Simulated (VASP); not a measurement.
Level of theory: PBEsol GGA, VASP's PBE PAW potentials (set 64) (plane waves; VASP 6.6.1).

A VASP calculation is set up with these files.

File KPOINTS:
```
Regular mesh
0
G
  7 7 7
```

File POSCAR:
```
MnSi
1.0
  4.2521592017   0.0000000000   0.0000000000
  0.0000000000   4.2521592017   0.0000000000
  0.0000000000   0.0000000000   4.2521592017
Mn Si
4 4
Cart
  3.6521220381   2.7261167645   1.5260424372
  1.5260424372   3.6521220381   2.7261167645
  0.6000371636   0.6000371636   0.6000371636
  2.7261167645   1.5260424372   3.6521220381
  0.6517539963   1.4743256045   2.7778335972
  2.7778335972   0.6517539963   1.4743256045
  3.6004052054   3.6004052054   3.6004052054
  1.4743256045   2.7778335972   0.6517539963
```

**INCAR**
```
SYSTEM = MnSi
PREC = Accurate
ENCUT = 500
EDIFF = 1E-6
NELM = 100
ALGO = Normal
LREAL = .FALSE.
LASPH = .TRUE.
ISMEAR = 1
SIGMA = 0.1
GGA = PS
LMAXMIX = 4
ISPIN = 2
MAGMOM = 0.9 0.9 0.9 0.9 -0.0 -0.0 -0.0 -0.0
LORBIT = 10
LWAVE = .FALSE.
LCHARG = .FALSE.
IBRION = 2
ISIF = 3
NSW = 40
EDIFFG = -0.02
PSTRESS = 450
```

POTCAR, in this order: Mn_pv Si (PBE.64 set). Program: vasp_std.

The moments were started parallel, and other spin orders were not tried in this run.

Task: Predict the energy per atom (σ→0), cell moment, volume per atom, band gap (on the k-mesh).

Result: 
```
Item                                                        Result
------------------------  ----------------------------------------
energy per atom (σ→0)                               -8.098 eV/atom
cell moment                                                1.83 μB
band gap (on the k-mesh)  none (metal, semimetal or under 0.01 eV)
volume per atom                                      9.63 Å^3/atom
```

File OSZICAR:
```
...
       N       E                     dE             d eps       ncg     rms          rms(c)
DAV:   1    -0.647845313896E+02    0.55998E-02   -0.99843E-02  5288   0.729E+00    0.121E-01
DAV:   2    -0.647864548214E+02   -0.19234E-02   -0.19554E-02  4064   0.975E-01    0.642E-02
DAV:   3    -0.647864841669E+02   -0.29345E-04   -0.50642E-04  5172   0.181E-01    0.433E-02
DAV:   4    -0.647864772676E+02    0.68993E-05   -0.34887E-05  4924   0.505E-02    0.277E-02
DAV:   5    -0.647864723285E+02    0.49391E-05   -0.10723E-05  5056   0.455E-02    0.797E-03
DAV:   6    -0.647864723095E+02    0.18937E-07   -0.28419E-06  2884   0.148E-02
   4 F= -.43143740E+02 E0= -.43144190E+02  d E =-.110982E-03  mag=     1.8333
```

The compound is MnSi in the B20 structure. This run relaxes it under an external pressure of 45 GPa. Symmetry was kept, so distortions that lower it aren't found.
